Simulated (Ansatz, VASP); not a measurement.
## Cross-check of MgO (Periclase) between VASP and Ansatz

One calculation is typed for both programs; each brings its own data sets. How far apart do they land? The cell is taken from a series of runs on this material, whose earlier steps may have relaxed, scaled, displaced or heated it; both programs get it as it stands.

Method: plane waves, with VASP 6.6.1 beside it; zone-centre phonons at LDA, in Ansatz 0.2.0.

### 1. Starting point

It takes space group Fm-3m (No. 225, cubic). Conventional cell: a = 4.161 Å, b = 4.161 Å, c = 4.161 Å, α = 90.00°, β = 90.00°, γ = 90.00°. Nearest to O lie 6 Mg at 2.08 Å. Nearest to Mg lie 6 O at 2.08 Å. Farther neighbours and most contacts between anions are not listed.

### 2. VASP: zone-centre phonons, LDA

Second derivatives magnify differences that forces hide, and they need a tight electronic threshold.

Lines of VASP's logs that name or quote its potential files are left out, and so is its time.

INCAR

```
SYSTEM = MgO
PREC = Accurate
ENCUT = 600
EDIFF = 1E-08
NELM = 120
ISMEAR = -1
SIGMA = 0.03
LREAL = .FALSE.
ALGO = Normal
GGA = CA
NELECT = 7.989196
NBANDS = 9
LORBIT = 11
LWAVE = .FALSE.
LCHARG = .FALSE.
ISIF = 2
IBRION = 8
LASPH = .TRUE.
GGA_COMPAT = .FALSE.
KPAR = 2
```

POSCAR

```
MgO
1.0
    0.0000000000      2.0803230020      2.0803230020
    2.0803230020      0.0000000000      2.0803230020
    2.0803230020      2.0803230020      0.0000000000
O Mg
1 1
Direct
    0.5000000000      0.5000000000      0.5000000000
    0.0000000000      0.0000000000      0.0000000000
```

KPOINTS

```
Automatic mesh
0
Gamma
36 36 36
0 0 0
```

Potentials, in the order of the species: O and Mg (LDA family, release 64).

Command:

```
$ mpirun -np 2 vasp_std
```

Numbers of over 12 decimals in the logs are rounded to 6 here.

The log of the run:

```text
[banner, memory and clock lines left out]
running    2 mpi-ranks, on    1 nodes
 distrk:  each k-point on    1 cores,    2 groups
 distr:  one band on    1 cores,    1 groups

 POSCAR found type information on POSCAR O Mg
 POSCAR found :  2 types and       2 ions
 LDA part: xc-table for (Slater(with rela. corr.)+CA(PZ))
 , standard interpolation
 POSCAR, INCAR and KPOINTS ok, starting setup
 FFT: planning ... GRIDC
 FFT: planning ... GRID_SOFT
 FFT: planning ... GRID
 WAVECAR not read
 entering main loop
       N       E                     dE             d eps       ncg     rms          rms(c)
DAV:   1     0.148925856998E+02    0.14893E+02   -0.44959E+03 25432   0.769E+02
DAV:   2    -0.144456560625E+02   -0.29338E+02   -0.28324E+02 25549   0.151E+02
DAV:   3    -0.150309161196E+02   -0.58526E+00   -0.58281E+00 26206   0.207E+01
DAV:   4    -0.150321297321E+02   -0.12136E-02   -0.12136E-02 25630   0.990E-01
DAV:   5    -0.150321322988E+02   -0.25667E-05   -0.25667E-05 25847   0.418E-02BRMIX: very serious problems
 the old and the new charge density differ
 old charge density:     8.00000 new    7.98920
BRMIX: very serious problems
 the old and the new charge density differ
 old charge density:     8.00000 new    7.98920
    0.701E+00
DAV:   6    -0.135447400635E+02    0.14874E+01   -0.89889E+00 22471   0.194E+01    0.221E+00
DAV:   7    -0.135056663127E+02    0.39074E-01   -0.50012E-02 22831   0.246E+00    0.126E+00
DAV:   8    -0.134823322083E+02    0.23334E-01   -0.25573E-02 22558   0.197E+00    0.161E-01
DAV:   9    -0.134822091322E+02    0.12308E-03   -0.15865E-04 29442   0.118E-01    0.109E-01
DAV:  10    -0.134821372140E+02    0.71918E-04   -0.14296E-04 22978   0.130E-01    0.972E-03
DAV:  11    -0.134821359937E+02    0.12203E-05   -0.46963E-06 23428   0.129E-02    0.336E-03
DAV:  12    -0.134821359560E+02    0.37670E-07   -0.26225E-07 25045   0.384E-03    0.479E-04
DAV:  13    -0.134821359535E+02    0.25394E-08   -0.11732E-08 15404   0.793E-04
   1 F= -.13482136E+02 E0= -.13481791E+02  d E =-.689370E-03
 Linear response reoptimize wavefunctions to high precision
DAV:   1    -0.134821359547E+02   -0.12247E-08   -0.27051E-10 18044   0.175E-04
DAV:   2    -0.134821359547E+02   -0.22737E-12   -0.61965E-12 11630   0.199E-05
 Linear response DOF=           2
 Linear response progress:
  Degree of freedom:   1/  2
       N       E                     dE             d eps       ncg     rms          rms(c)
RMM:   1    -0.349690306699E+00   -0.34969E+00    0.37442E-01110347   0.472E+00
RMM:   2    -0.349296404685E+00    0.39390E-03   -0.19824E-03 96491   0.407E-01    0.133E-01
RMM:   3    -0.350669430914E+00   -0.13730E-02   -0.39204E-04 90391   0.157E-01    0.706E-02
RMM:   4    -0.352761538551E+00   -0.20921E-02   -0.39885E-04 86826   0.161E-01    0.173E-02
RMM:   5    -0.352766691034E+00   -0.51525E-05   -0.61489E-06 98706   0.237E-02    0.135E-03
RMM:   6    -0.352769305971E+00   -0.26149E-05   -0.40622E-08102758   0.210E-03    0.765E-04
RMM:   7    -0.352765058388E+00    0.42476E-05   -0.19519E-09101083   0.386E-04    0.571E-05
RMM:   8    -0.352765013514E+00    0.44874E-07   -0.68772E-10102633   0.696E-05    0.151E-05
RMM:   9    -0.352765047031E+00   -0.33517E-07   -0.66088E-10104718   0.232E-05    0.295E-06
RMM:  10    -0.352765055072E+00   -0.80411E-08   -0.66707E-10 83748   0.120E-05    0.465E-07
 first order change of Fermi-energy   0.19569E-02
 force on displaced ion       1 direction 1 :  -6.097   0.000   0.000
 Linear response progress:
  Degree of freedom:   2/  2
       N       E                     dE             d eps       ncg     rms          rms(c)
RMM:   1    -0.218508123980E-02   -0.21851E-02   -0.10805E-05124861   0.576E-01
RMM:   2    -0.213232022184E-02    0.52761E-04   -0.14833E-04 90874   0.935E-02    0.359E-02
RMM:   3    -0.210465178776E-02    0.27668E-04   -0.17614E-05 94835   0.320E-02    0.185E-02
RMM:   4    -0.210342945319E-02    0.12223E-05   -0.15247E-05 96588   0.291E-02    0.332E-03
RMM:   5    -0.210364685389E-02   -0.21740E-06   -0.15713E-07 96968   0.334E-03    0.321E-04
RMM:   6    -0.210366681027E-02   -0.19956E-07   -0.79424E-10 97231   0.256E-04    0.133E-04
RMM:   7    -0.210359987103E-02    0.66939E-07   -0.25388E-10 99794   0.143E-04    0.126E-05
RMM:   8    -0.210361440687E-02   -0.14536E-07    0.24812E-12101719   0.154E-05    0.280E-06
RMM:   9    -0.210361320844E-02    0.11984E-08    0.57220E-12 92936   0.493E-06    0.419E-07
 first order change of Fermi-energy   0.62195E-04
 force on displaced ion       2 direction 1 :  -6.088   0.000   0.000
 Linear response finished
```

OUTCAR, selected parts (step 2):

```text
NELECT = 7.989196

 ion  position               nearest neighbor table
   1  0.500  0.500  0.500-   2 2.08   2 2.08   2 2.08   2 2.08   2 2.08   2 2.08
   2  0.000  0.000  0.000-   1 2.08   1 2.08   1 2.08   1 2.08   1 2.08   1 2.08

  LATTYP: Found a face centered cubic cell.
 ALAT       =     4.1606460040

 Subroutine GETGRP returns: Found 48 space group operations
 (whereof 48 operations were pure point group operations)

The static configuration has the point symmetry O_h .

 Found   1240 irreducible k-points:

   k-points           NKPTS =   1240   k-points in BZ     NKDIM =   1240   number of bands    NBANDS=      9

   dimension x,y,z NGX =    24 NGY =   24 NGZ =   24
   dimension x,y,z NGXF=    48 NGYF=   48 NGZF=   48

   ENCUT  =  600.0 eV  44.10 Ry    6.64 a.u.   5.88  5.88  5.88*2*pi/ulx,y,z

 k-points in reciprocal lattice and weights: Automatic mesh
   0.00000000  0.00000000  0.00000000       0.000
   0.02777778  0.00000000  0.00000000       0.000
   0.05555556  0.00000000  0.00000000       0.000
   0.08333333  0.00000000  0.00000000       0.000
   0.11111111  0.00000000  0.00000000       0.000
   0.13888889  0.00000000  0.00000000       0.000
   0.16666667  0.00000000  0.00000000       0.000
   0.19444444  0.00000000  0.00000000       0.000
   0.22222222  0.00000000  0.00000000       0.000
[...]
-0.27777778  0.50000000  0.22222222       0.000
  -0.25000000  0.50000000  0.25000000       0.000

 average (electrostatic) potential at core
       1 -70.5140       2 -34.7086

  Total       -0.3238867     -0.3238867     -0.3238867     -0.0000000      0.0000000      0.0000000
  in kB      -28.8191631    -28.8191631    -28.8191631     -0.0000000      0.0000000      0.0000000
  external PRESSURE =     -28.8191631 kB  Pullay stress =       0.0000000 kB

  energy-cutoff  :      600.00
  volume of cell :       18.01
      direct lattice vectors                 reciprocal lattice vectors
     0.000000000  2.080323002  2.080323002    -0.240347292  0.240347292  0.240347292
     2.080323002  0.000000000  2.080323002     0.240347292 -0.240347292  0.240347292
     2.080323002  2.080323002  0.000000000     0.240347292  0.240347292 -0.240347292

 POSITION                                       TOTAL-FORCE (eV/Angst)
 -----------------------------------------------------------------------------------
      2.08032      2.08032      2.08032         0.000000      0.000000      0.000000
      0.00000      0.00000      0.00000        -0.000000     -0.000000     -0.000000
 -----------------------------------------------------------------------------------
    total drift:                               -0.000000     -0.000000      0.000000

 Eigenvectors and eigenvalues of the dynamical matrix
 ----------------------------------------------------

   1 f  =   12.424056 THz    78.062644 2PiTHz  414.421891 cm-1    51.381743 meV
             X         Y         Z           dx          dy          dz
      2.080323  2.080323  2.080323     0.000000    0.776780    0.000000
      0.000000  0.000000  0.000000     0.000000   -0.629772    0.000000

   2 f  =   12.424056 THz    78.062644 2PiTHz  414.421891 cm-1    51.381743 meV
             X         Y         Z           dx          dy          dz
      2.080323  2.080323  2.080323     0.776780    0.000000    0.000000
      0.000000  0.000000  0.000000    -0.629772    0.000000    0.000000

   3 f  =   12.424056 THz    78.062644 2PiTHz  414.421891 cm-1    51.381743 meV
             X         Y         Z           dx          dy          dz
      2.080323  2.080323  2.080323     0.000000    0.000000    0.776780
      0.000000  0.000000  0.000000     0.000000    0.000000   -0.629772

   4 f/i=    0.004577 THz     0.028758 2PiTHz    0.152674 cm-1     0.018929 meV
             X         Y         Z           dx          dy          dz
      2.080323  2.080323  2.080323    -0.629772    0.000000    0.000000
      0.000000  0.000000  0.000000    -0.776780    0.000000    0.000000

   5 f/i=    0.004577 THz     0.028758 2PiTHz    0.152674 cm-1     0.018929 meV
             X         Y         Z           dx          dy          dz
      2.080323  2.080323  2.080323     0.000000   -0.629772    0.000000
      0.000000  0.000000  0.000000     0.000000   -0.776780    0.000000

   6 f/i=    0.004577 THz     0.028758 2PiTHz    0.152674 cm-1     0.018929 meV
             X         Y         Z           dx          dy          dz
      2.080323  2.080323  2.080323     0.000000    0.000000   -0.629772
      0.000000  0.000000  0.000000     0.000000    0.000000   -0.776780

 ELASTIC MODULI CONTR FROM IONIC RELAXATION (kBar)
 Direction    XX          YY          ZZ          XY          YZ          ZX
 --------------------------------------------------------------------------------
 XX           0.0000      0.0000      0.0000      0.0000      0.0000      0.0000
 YY           0.0000      0.0000      0.0000      0.0000      0.0000      0.0000
 ZZ           0.0000      0.0000      0.0000      0.0000      0.0000      0.0000
 XY           0.0000      0.0000      0.0000      0.0000      0.0000      0.0000
 YZ           0.0000      0.0000      0.0000      0.0000      0.0000      0.0000
 ZX           0.0000      0.0000      0.0000      0.0000      0.0000      0.0000
 --------------------------------------------------------------------------------
```

The cell is charged against a uniform background. The run has no spin, yet a partly filled p shell of the light anion may carry a moment.

### 3. Ansatz: zone-centre phonons, LDA

Ansatz runs on its PAW soft_1 files.

The same cell, functional (in two slightly different forms), mesh and smearing now go to Ansatz, which takes its cutoff from its data sets.

input.yaml

```yaml
crystal:
  lattice:
    - [0.0, 2.080323002, 2.080323002]
    - [2.080323002, 0.0, 2.080323002]
    - [2.080323002, 2.080323002, 0.0]
  atoms:
    - { symbol: O, position: [0.5, 0.5, 0.5] }
    - { symbol: Mg, position: [0.0, 0.0, 0.0] }
total_charge: 0.010804
kpoints:
  mp_grid: { grid: [36, 36, 36] }
hamiltonian:
  xc: lda
  pseudopotentials: { kind: paw, azcp: { folder: soft_1 }, xc_functional: pbe }
scf:
  occupations: { method: fermi_dirac, width: 0.03 }
output:
  eigenvalues: true
phonons:
  method: dfpt
```

Command:

```
$ ansatz run input.yaml --threads 8 --pin off --max-ram 16384MiB --backend cpu --events-out ev --progress --plain --runs-dir out
```

The log of the run:

```text
Engine: ansatz 0.2.0, aarch64-unknown-linux-gnu
Pseudopotentials: kind: paw
Pseudopotential: O, paw, valence charge 6, recommended cutoff 420 eV (normal), soft_1/O.paw.azcp
Pseudopotential: Mg, paw, valence charge 10, recommended cutoff 420 eV (normal), soft_1/Mg.paw.azcp
Functional definition: SPW92
  exchange = slater_x
  correlation = pw_c
Crystal: 2 atoms, lattice volume = 18.006 Å³
Basis set: ecut = 420 eV, 339 PW (Γ), exchange–correlation on 40×40×40 points (8 copies of the dense FFT grid, shifted against one another)
Bands: 12, of which v1, the nominal top of the filled ones, is band 8 counted from 1 (7 counted from 0)
Symmetry: 48 space group operations
k-points: 3349 of 46656 (irreducible under 8 space group operations, time reversal used)
Non-local potential: O, projectors of the file, l = 0: 2, l = 1: 2, l = 2: 1
Non-local potential: Mg, projectors of the file, l = 0: 3, l = 1: 2, l = 2: 1
PAW form: soft (Blöchl's): semilocal exchange-correlation on the pseudo side does not see the compensation charge
PAW frozen core: O, regenerated for the run's functional, and the local potential with it (the file was generated under x = pbe(κ = 0.804, μ = 0.219515), c = pbe(β = 0.066725))
PAW frozen core: Mg, regenerated for the run's functional, and the local potential with it (the file was generated under x = pbe(κ = 0.804, μ = 0.219515), c = pbe(β = 0.066725))
PAW one-centre angular grid: O, 110 points (default); XC on 64 Gauss nodes
PAW one-centre angular grid: Mg, 110 points (default); XC on 64 Gauss nodes
Initial density: superposition of atomic densities (chi_scale 0.1, normalization cell, long waves kept (reshape's long-wave potential 0.00 eV rms))
Initial wavefunctions: pseudopotential atomic-orbital guess
Functional: x = slater, c = lda
SCF iter   1: F=—  HF=-2460.202918 eV  |F-HF|=—  |Δ(HF+E_count)|=         —  Δρ=6.95e-2  dr2=4.55e-1  ethr=3.10e-3  ⟨swp⟩=6.1  Hψ=247652  notcnv=0
preconditioner: auto → none  [metal: Δε(μ)=0.006 eV  Ē_g=18.549 eV  σ=0.030 eV  W_gap=0.05  n_scr=8 (ndim 8)  ℏωp=24.7 eV  f_vac=0.000  D(μ)=0.23/eV (n_scr^D=0)  sad-step TF]
SCF iter   2: F=—  HF=-2460.155165 eV  |F-HF|=—  |Δ(HF+E_count)|=   4.78e-2  Δρ=3.82e-2  dr2=1.67e-1  ethr=2.85e-3  ⟨swp⟩=2.0  Hψ=80283  notcnv=0
SCF iter   3: F=—  HF=-2460.150042 eV  |F-HF|=—  |Δ(HF+E_count)|=   5.12e-3  Δρ=4.53e-3  dr2=2.20e-3  ethr=1.04e-3  ⟨swp⟩=2.1  Hψ=73687  notcnv=0
SCF iter   4: F=—  HF=-2460.150342 eV  |F-HF|=—  |Δ(HF+E_count)|=   3.00e-4  Δρ=5.62e-4  dr2=3.78e-5  ethr=1.37e-5  ⟨swp⟩=2.0  Hψ=79955  notcnv=0
SCF iter   5: F=—  HF=-2460.150339 eV  |F-HF|=—  |Δ(HF+E_count)|=   2.90e-6  Δρ=1.22e-4  dr2=9.53e-7  ethr=2.37e-7  ⟨swp⟩=2.3  Hψ=61397  notcnv=0
SCF iter   6: F=—  HF=-2460.150340 eV  |F-HF|=—  |Δ(HF+E_count)|=   1.09e-6  Δρ=1.23e-5  dr2=9.44e-9  ethr=5.96e-9  ⟨swp⟩=2.5  Hψ=55642  notcnv=0
SCF iter   7: F=—  HF=-2460.150340 eV  |F-HF|=—  |Δ(HF+E_count)|=   7.56e-9  Δρ=8.49e-7  dr2=3.73e-11  ethr=5.90e-11  ⟨swp⟩=2.4  Hψ=64806  notcnv=0
SCF iter   8: F=-2460.150340 eV  HF=-2460.150340 eV  |F-HF|=4.55e-13  |Δ(HF+E_count)|=  8.64e-12  Δρ=1.15e-8  dr2=1.00e-14  ethr=1.00e-12  ⟨swp⟩=5.6  Hψ=161276  notcnv=0
the search or the solves at the SCF's close seem to have found levels that the self-consistency loop had missed (the run counts 2). By its estimate they hold under 1e-12 electrons; where the run keeps them, the occupations were computed again with them
SCF 1 converged in 8 iterations: F = -2460.150340 eV  dr2 = 1.00e-14
  greatest PAW one-centre occupation: 1.000 electrons in one spin orbital (limit 2), on the Mg atom at site 1 (counted from 0), in its partial waves of l = 1
DFPT response loops at Γ: preconditioner auto → Kerker (q_TF=auto, 2.675 Å⁻¹) (partly filled bands, converged f_vac=0.000); β = 1.00, the filter's whole step (`scf.mixing.beta` (0.50) is not read by the response loops under this deck's `scf.mixing.preconditioner`; to damp them name `kerker` or `kerker_dos`, under which they read `scf.mixing.beta`, and type it under 1.00, their step now; both keys bind the ground state too); Broyden in place of MSR1
SCF converged after 8 iterations
Free energy (F): -2460.150340 eV
Harris-Foulkes:  -2460.150340 eV  (|F-HF|=4.55e-13)
Internal energy: -2460.149645 eV  (E = F + TS)
E sigma→0 (E₀):  -2460.149992 eV
Entropy (-TS):   -0.000695 eV (-0.347 meV/atom)
Fermi energy:    8.094411 eV
--- Per-component energies (eV) ---
  E_band       = -289.180238
  E_kinetic    = 243.268062
  E_local      = -1668.303146  (includes V_loc(G=0)·N_el)
  E_nonlocal   = 249.431082
  E_hartree    = 551.018284
  E_xc         = -99.374588
  E_vxc        = -128.210064  (∫ρ·V_xc dr)
  E_paw        = -431.137277  (= ΣΔE_a)
  E_vpaw       = -87.403569  (= ΣTr[D̂ρ^β])
  E_aug_tail   = 0.000830  (compensation charges beyond the density's cutoff)
  E_ewald      = -1305.300293
  E_core_change = 0.247401  (= ΣΔE_core)
  E_smearing   = -0.000695  (= −TS)
  E_closure    = -0.000000  (closes the sum)
  E_deformation_potential = 0.204894  (in the stress; not in F)
  Σ components = -2460.150340   (vs F -2460.150340, Δ=0.00e0)
--- Band table (eV; the first three rows and the last of 3349) ---
  k-point 0: bands = [... 4 lower, -9.0605, 8.1279, 8.1279, 8.1279, 13.1755, 23.8954, 23.8954, 23.8954]
  k-point 1: bands = [... 4 lower, -9.0510, 8.0702, 8.1221, 8.1221, 13.2302, 23.7560, 23.9159, 23.9159]
  k-point 2: bands = [... 4 lower, -9.0226, 7.9048, 8.1050, 8.1050, 13.3859, 23.4017, 23.9764, 23.9764]
  k-point 3348: bands = [... 4 lower, -7.2600, 5.0365, 5.0365, 6.2642, 19.8487, 19.8487, 20.4708, 23.9002]
--- Phonons (Γ-DFPT): 2 representative perturbations + reference, on 3349 of 46656 k-points (Σ response iterations 6) ---
  k mesh reduced under 8 symmetry operations, with k and −k counted as one. Each operation leaves every solved perturbation unchanged. A smaller set is not used because it would not reduce the number of displacements times k-points to solve
  ASR residual: 5.784e-6 → 0.000e0 eV/Å²; symmetrization residual: 8.695e-7 eV/Å²
  ASR residual per site (eV/Å²): 5.78e-6 2.12e-6
  Γ frequencies (cm⁻¹): 0.00 0.00 0.00 407.96 407.96 407.96
  non-analytic LO–TO correction: not included (Born effective charges unavailable; polar crystals: no LO–TO splitting at Γ)
```

The column dr2 measures how far the density is from self-consistency, as an energy; F and HF (Harris–Foulkes) agree once it is small.

### 4. Side by side

Known differences besides the potentials themselves: the two LDA forms differ slightly; the cutoff is 420 eV in Ansatz and 600 eV in VASP; VASP's log shows a relativistic correction to its local exchange, Ansatz's none. Total energies have different zeros and are not compared.

Compared:

| quantity | Ansatz | VASP | difference |
| --- | --- | --- | --- |
| optical mode 1 to 3 (cm⁻¹) | 408.0 | 414.4 | -1.56 % |

Modes are paired by rising frequency, not by their patterns, so a pair may set unlike modes beside each other; they are those without the splitting of longitudinal modes. The cell carries a charge of +0.010804 e against a uniform background, so its pressure also hangs on how the neutralising background is counted, and in a defect's cell a gap may be the spacing between its levels.

### 5. Results

| Property | Result |
| --- | --- |
| r.m.s. difference of the optical zone-centre modes, each program's sorted by frequency (zone-centre phonons, LDA) | 6.5 cm⁻¹ |
| difference in optical mode 1 to 3 (zone-centre phonons, LDA) | -1.6 % |

**Reading.** The r.m.s. difference of the optical zone-centre modes, each program's sorted by frequency is 6.5 cm⁻¹ (zone-centre phonons, LDA). The data sets hold unlike numbers of valence electrons (15.9892 in Ansatz and 7.9892 in VASP), so part of the differences comes from the potentials. Among the rows given in per cent, the largest difference of the zone-centre phonons, LDA pair is in optical mode 1 to 3, -1.6 %. How closely two codes agree says nothing of how well the functional describes the real material.

[Lines on the potential files, build, host, timing and source positions are cut from VASP's logs without a mark.]

[Logs are printed without paths, hosts, clocks, repeated set-up lines and the standing remarks that a program may print on its own settings, such as how far it seeks lower states.]

[Hosts, paths, dates, database ids (printed as entryN), source tags and the programs' standing remarks are cut or masked in the printed files.]
